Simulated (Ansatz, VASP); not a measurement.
# WSe2 in two plane-wave programs, part 2 of 3

Wanted: the spread between two codes on one cell, functional and k mesh. The cell is taken from a series of VASP runs on this material, whose earlier steps may have relaxed, scaled or displaced it; both programs get it as it stands.

VASP 6.6.1 and Ansatz 0.2.0.

So far: The starting structure; Ansatz: zone-centre phonons, PBEsol.

### 3. VASP: zone-centre phonons, PBEsol

Level of this step: PBEsol, no spin polarisation; plane waves and PAW (W, Se) (VASP).

The same cell, functional and mesh now go to VASP, with its own data sets and cutoff.

Lines of VASP's logs that name or quote its potential files are left out, and so is its time.

File INCAR:

```
SYSTEM = WSe2
PREC = Accurate
ENCUT = 450
EDIFF = 1E-08
NELM = 100
ISMEAR = 0
SIGMA = 0.03
LREAL = .FALSE.
ALGO = Normal
GGA = PS
NBANDS = 24
LORBIT = 11
LWAVE = .FALSE.
LCHARG = .FALSE.
KPAR = 4
IBRION = 8
LEPSILON = .TRUE.
ISIF = 2
```

File POSCAR:

```
WSe2
1.0
    3.2682889265      0.0000000000      0.0000000000
   -1.6341444632      2.8304212373      0.0000000000
    0.0000000000      0.0000000000     13.2109405498
W Se
2 4
Direct
    0.6666666667      0.3333333333      0.7500000000
    0.3333333333      0.6666666667      0.2500000000
    0.6666666667      0.3333333333      0.3767501168
    0.3333333333      0.6666666667      0.8767501168
    0.6666666667      0.3333333333      0.1232498832
    0.3333333333      0.6666666667      0.6232498832
```

File KPOINTS:

```
Automatic mesh
0
Gamma
8 8 2
0 0 0
```

PAW data sets: W and Se (PBE family, release 64).

The run is started by

```bash
> mpirun -np 4 vasp_std
```

Log:

```text
[banner, memory and clock lines left out]
running    4 mpi-ranks, on    1 nodes
 distrk:  each k-point on    1 cores,    4 groups
 distr:  one band on    1 cores,    1 groups

 POSCAR found type information on POSCAR W Se
 POSCAR found :  2 types and       6 ions
|                                                                             |
|               ----> ADVICE to this user running VASP <----                  |
|                                                                             |
|     You enforced a specific xc type in the INCAR file but a different       |
|     [... a line on the potential file left out ...]
|     I HOPE YOU KNOW WHAT YOU ARE DOING!                                     |
|                                                                             |

 LDA part: xc-table for (Slater+PW92), standard interpolation
 POSCAR, INCAR and KPOINTS ok, starting setup
 FFT: planning ... GRIDC
 FFT: planning ... GRID_SOFT
 FFT: planning ... GRID
 WAVECAR not read
 entering main loop
       N       E                     dE             d eps       ncg     rms          rms(c)
DAV:   1     0.167139677924E+03    0.16714E+03   -0.14307E+04   960   0.116E+03
DAV:   2    -0.352569624326E+02   -0.20240E+03   -0.19374E+03  1312   0.249E+02
DAV:   3    -0.484409732033E+02   -0.13184E+02   -0.13087E+02  1248   0.637E+01
DAV:   4    -0.486995172196E+02   -0.25854E+00   -0.25735E+00  1304   0.924E+00
DAV:   5    -0.487043453861E+02   -0.48282E-02   -0.48258E-02  1296   0.108E+00    0.329E+01
DAV:   6    -0.471178909704E+02    0.15865E+01   -0.72446E+00  1432   0.127E+01    0.132E+01
DAV:   7    -0.468524510225E+02    0.26544E+00   -0.39435E+00  1296   0.100E+01    0.777E+00
DAV:   8    -0.466703275271E+02    0.18212E+00   -0.60774E-01  1328   0.460E+00    0.695E-01
DAV:   9    -0.466688572727E+02    0.14703E-02   -0.58321E-02  1288   0.127E+00    0.415E-01
DAV:  10    -0.466681228388E+02    0.73443E-03   -0.57631E-03  1216   0.431E-01    0.241E-01
DAV:  11    -0.466681115079E+02    0.11331E-04   -0.83476E-04  1200   0.149E-01    0.148E-01
DAV:  12    -0.466680901647E+02    0.21343E-04   -0.28103E-04  1320   0.959E-02    0.376E-02
DAV:  13    -0.466680924775E+02   -0.23127E-05   -0.23196E-05  1256   0.263E-02    0.103E-02
DAV:  14    -0.466680923174E+02    0.16013E-06   -0.16235E-06  1328   0.721E-03    0.438E-03
DAV:  15    -0.466680923586E+02   -0.41256E-07   -0.18092E-07  1272   0.246E-03    0.275E-03
DAV:  16    -0.466680922558E+02    0.10278E-06   -0.64737E-08  1280   0.123E-03    0.135E-03
DAV:  17    -0.466680922698E+02   -0.13974E-07   -0.13906E-08   832   0.685E-04    0.696E-04
DAV:  18    -0.466680922531E+02    0.16731E-07   -0.36300E-09   712   0.463E-04    0.356E-04
DAV:  19    -0.466680922641E+02   -0.11015E-07   -0.17750E-09   656   0.238E-04    0.147E-04
DAV:  20    -0.466680922649E+02   -0.80763E-09   -0.62577E-10   648   0.188E-04
   1 F= -.46668092E+02 E0= -.46668092E+02  d E =-.746025E-17
 Linear response reoptimize wavefunctions to high precision
DAV:   1    -0.466680922662E+02   -0.12906E-08   -0.19498E-10   680   0.622E-05
DAV:   2    -0.466680922661E+02    0.10232E-09   -0.73520E-11   656   0.526E-05
DAV:   3    -0.466680922661E+02   -0.30468E-10   -0.42900E-11   632   0.212E-05
 Linear response G [H, r] |phi>, progress :
  Direction:   1
       N       E                     dE             d eps       ncg     rms
RMM:   1    -0.205230251373E+03   -0.20523E+03   -0.75226E+01  2459   0.938E+01
RMM:   2    -0.163701066998E+03    0.41529E+02   -0.29220E+01  1604   0.278E+01
RMM:   3    -0.164355245433E+03   -0.65418E+00   -0.20985E+00  1674   0.436E+00
RMM:   4    -0.164396151471E+03   -0.40906E-01   -0.75954E-02  1730   0.907E-01
RMM:   5    -0.164398034341E+03   -0.18829E-02   -0.52575E-03  1767   0.204E-01
RMM:   6    -0.164398200632E+03   -0.16629E-03   -0.36609E-04  1763   0.499E-02
RMM:   7    -0.164398213377E+03   -0.12744E-04    0.25182E-05  1820   0.139E-02
RMM:   8    -0.164398214539E+03   -0.11625E-05    0.77250E-05  1828   0.425E-03
RMM:   9    -0.164398214718E+03   -0.17888E-06    0.26151E-04  1791   0.169E-03
RMM:  10    -0.164398214675E+03    0.42612E-07   -0.70959E-05  1616   0.809E-04
RMM:  11    -0.164398214978E+03   -0.30242E-06   -0.20046E-05  1393   0.602E-04
RMM:  12    -0.164398215016E+03   -0.37714E-07   -0.15937E-05  1175   0.545E-04
RMM:  13    -0.164398215018E+03   -0.29504E-08    0.22559E-06  1080   0.535E-04
RMM:  14    -0.164398215021E+03   -0.26794E-08   -0.14387E-05  1038   0.527E-04
RMM:  15    -0.164398214989E+03    0.32049E-07   -0.30241E-06  1034   0.526E-04
 Linear response G [H, r] |phi>, progress :
  Direction:   2
       N       E                     dE             d eps       ncg     rms
RMM:   1    -0.219944180214E+03   -0.21994E+03   -0.31831E+02  2445   0.919E+01
RMM:   2    -0.177977338295E+03    0.41967E+02   -0.27264E+01  1635   0.267E+01
[...]
RMM:  11    -0.493463343430E+01    0.89649E-05   -0.56731E-06  3759   0.419E-04    0.818E-05
RMM:  12    -0.493463330344E+01    0.13086E-06   -0.30749E-06  3389   0.189E-04    0.167E-05
RMM:  13    -0.493463421233E+01   -0.90889E-06   -0.26251E-06  2217   0.100E-04    0.504E-06
 change of polarisation eV/A/(eV/A) component  1 :     9.345    -0.236    -0.000
 dielectric tensor                  component  1 :    14.837    -0.349    -0.000
[...]
RMM:  15    -0.217152378044E+01    0.90764E-06    0.64817E-06  1457   0.112E-04    0.243E-05
RMM:  16    -0.217152357651E+01    0.20392E-06    0.23858E-06   812   0.734E-05    0.847E-06
 change of polarisation eV/A/(eV/A) component  3 :     0.000     0.000     4.095
 dielectric tensor                  component  3 :     0.000     0.000     7.064
 Linear response DOF=           4
 Linear response progress:
  Degree of freedom:   1/  4
       N       E                     dE             d eps       ncg     rms          rms(c)
RMM:   1    -0.115339622200E+00   -0.11534E+00   -0.98088E-02  5348   0.141E+00
RMM:   2    -0.111444939254E+00    0.38947E-02   -0.36893E-03  5204   0.268E-01    0.154E-01
RMM:   3    -0.110937847452E+00    0.50709E-03   -0.43740E-04  5446   0.786E-02    0.912E-02
RMM:   4    -0.110754703315E+00    0.18314E-03   -0.36214E-04  5323   0.861E-02    0.126E-02
RMM:   5    -0.110797322449E+00   -0.42619E-04   -0.97943E-06  5927   0.113E-02    0.375E-03
RMM:   6    -0.110812077732E+00   -0.14755E-04   -0.68198E-07  5771   0.321E-03    0.533E-04
RMM:   7    -0.110809850635E+00    0.22271E-05    0.54807E-07  5994   0.764E-04    0.108E-04
RMM:   8    -0.110809234903E+00    0.61573E-06    0.70351E-07  6239   0.204E-04    0.399E-05
RMM:   9    -0.110809063630E+00    0.17127E-06    0.46587E-08  6123   0.634E-05    0.126E-05
RMM:  10    -0.110809148548E+00   -0.84918E-07    0.12623E-09  6082   0.283E-05    0.260E-06
RMM:  11    -0.110809155525E+00   -0.69771E-08    0.11404E-07  6076   0.124E-05    0.116E-06
RMM:  12    -0.110809157587E+00   -0.20616E-08    0.11202E-07  5440   0.819E-06    0.325E-07
RMM:  13    -0.110809159857E+00   -0.22699E-08    0.11087E-07  3932   0.674E-06    0.119E-07
RMM:  14    -0.110809158660E+00    0.11962E-08    0.93353E-08  3200   0.649E-06    0.417E-08
 first order change of Fermi-energy  -0.58349E-04
 force on displaced ion       1 direction 1 : -19.078   0.004   0.000
 Born effective charge ion    1 direction 1 :  -1.366   0.000   0.000
 Linear response progress:
  Degree of freedom:   2/  4
       N       E                     dE             d eps       ncg     rms          rms(c)
RMM:   1    -0.160506567917E+00   -0.16051E+00   -0.14996E-01  1906   0.158E+00
RMM:   2    -0.145634510961E+00    0.14872E-01   -0.67109E-03  1553   0.402E-01    0.154E-01
RMM:   3    -0.145101849516E+00    0.53266E-03   -0.42922E-04  1612   0.949E-02    0.889E-02
RMM:   4    -0.145035798559E+00    0.66051E-04   -0.31191E-04  1552   0.827E-02    0.267E-02
RMM:   5    -0.145142121819E+00   -0.10632E-03   -0.32425E-05  1697   0.196E-02    0.915E-03
RMM:   6    -0.145191402432E+00   -0.49281E-04   -0.58677E-06  1667   0.728E-03    0.161E-03
RMM:   7    -0.145191189178E+00    0.21325E-06    0.46462E-07  1771   0.192E-03    0.793E-04
RMM:   8    -0.145195102530E+00   -0.39134E-05   -0.49761E-07  1735   0.101E-03    0.506E-04
RMM:   9    -0.145193837353E+00    0.12652E-05    0.23639E-07  1767   0.520E-04    0.479E-05
RMM:  10    -0.145194031325E+00   -0.19397E-06    0.56851E-07  1817   0.103E-04    0.252E-05
RMM:  11    -0.145193957103E+00    0.74222E-07   -0.42549E-09  1831   0.474E-05    0.862E-06
RMM:  12    -0.145193955305E+00    0.17976E-08   -0.16918E-07  1796   0.215E-05    0.604E-06
RMM:  13    -0.145193963581E+00   -0.82756E-08   -0.20451E-08  1843   0.127E-05    0.155E-06
 first order change of Fermi-energy  -0.25341E-04
 force on displaced ion       1 direction 3 :  -0.000   0.000 -29.509
 Born effective charge ion    1 direction 3 :   0.000  -0.000  -0.759
 Linear response progress:
  Degree of freedom:   3/  4
       N       E                     dE             d eps       ncg     rms          rms(c)
RMM:   1    -0.707698056866E-01   -0.70770E-01    0.45333E-02  7464   0.124E+00
RMM:   2    -0.699616292605E-01    0.80818E-03   -0.23327E-03  5404   0.239E-01    0.944E-02
RMM:   3    -0.700586236198E-01   -0.96994E-04   -0.17614E-04  6002   0.424E-02    0.578E-02
RMM:   4    -0.702039628835E-01   -0.14534E-03   -0.49213E-05  5753   0.293E-02    0.633E-03
RMM:   5    -0.701806057534E-01    0.23357E-04   -0.45764E-06  6112   0.561E-03    0.423E-03
RMM:   6    -0.701597518635E-01    0.20854E-04   -0.78577E-07  5766   0.287E-03    0.496E-04
RMM:   7    -0.701595150532E-01    0.23681E-06   -0.37630E-07  6379   0.658E-04    0.129E-04
RMM:   8    -0.701599681352E-01   -0.45308E-06    0.36353E-07  6182   0.185E-04    0.471E-05
RMM:   9    -0.701598903800E-01    0.77755E-07    0.14962E-07  6470   0.640E-05    0.145E-05
RMM:  10    -0.701598226826E-01    0.67697E-07    0.86603E-08  6297   0.261E-05    0.793E-06
RMM:  11    -0.701597947018E-01    0.27981E-07   -0.15460E-08  6179   0.178E-05    0.148E-06
RMM:  12    -0.701598040474E-01   -0.93456E-08   -0.14404E-09  5975   0.120E-05    0.771E-07
 first order change of Fermi-energy   0.30473E-02
 force on displaced ion       3 direction 1 :  -9.191  -0.001   0.001
 Born effective charge ion    3 direction 1 :   0.680   0.001   0.000
 Linear response progress:
  Degree of freedom:   4/  4
       N       E                     dE             d eps       ncg     rms          rms(c)
RMM:   1    -0.125795572722E+00   -0.12580E+00    0.68825E-02  2227   0.135E+00
RMM:   2    -0.122069343434E+00    0.37262E-02   -0.40308E-03  1603   0.312E-01    0.267E-01
RMM:   3    -0.121936477926E+00    0.13287E-03   -0.52421E-04  1653   0.977E-02    0.210E-01
RMM:   4    -0.121946344732E+00   -0.98668E-05   -0.25231E-04  1677   0.535E-02    0.472E-02
RMM:   5    -0.121965997521E+00   -0.19653E-04   -0.84898E-05  1626   0.337E-02    0.889E-03
RMM:   6    -0.121965906604E+00    0.90917E-07   -0.10361E-05  1749   0.968E-03    0.312E-03
RMM:   7    -0.121967577584E+00   -0.16710E-05   -0.16429E-06  1762   0.344E-03    0.113E-03
RMM:   8    -0.121969358273E+00   -0.17807E-05   -0.22799E-06  1821   0.107E-03    0.492E-04
RMM:   9    -0.121970671765E+00   -0.13135E-05   -0.99658E-07  1786   0.430E-04    0.170E-04
RMM:  10    -0.121971224355E+00   -0.55259E-06   -0.15113E-06  1831   0.189E-04    0.684E-05
RMM:  11    -0.121971512880E+00   -0.28853E-06   -0.57104E-07  1828   0.790E-05    0.270E-05
RMM:  12    -0.121971553260E+00   -0.40380E-07   -0.22252E-07  1937   0.295E-05    0.101E-05
RMM:  13    -0.121971553282E+00   -0.21331E-10   -0.66909E-08  1874   0.125E-05    0.412E-06
 first order change of Fermi-energy   0.29462E+00
 force on displaced ion       3 direction 3 :  -0.000  -0.000 -16.513
 Born effective charge ion    3 direction 3 :  -0.000   0.000   0.374
 Born effective charges drift removed
 Linear response finished
```

[end of part 2 of 3]

[Lines on the potential files, build, host, timing and source positions are cut from VASP's logs without a mark.]

[Logs are printed without paths, hosts, clocks, repeated set-up lines and the standing remarks that a program may print on its own settings, such as how far it seeks lower states.]

[Hosts, paths, dates, database ids (printed as entryN), source tags and the programs' standing remarks are cut or masked in the printed files.]
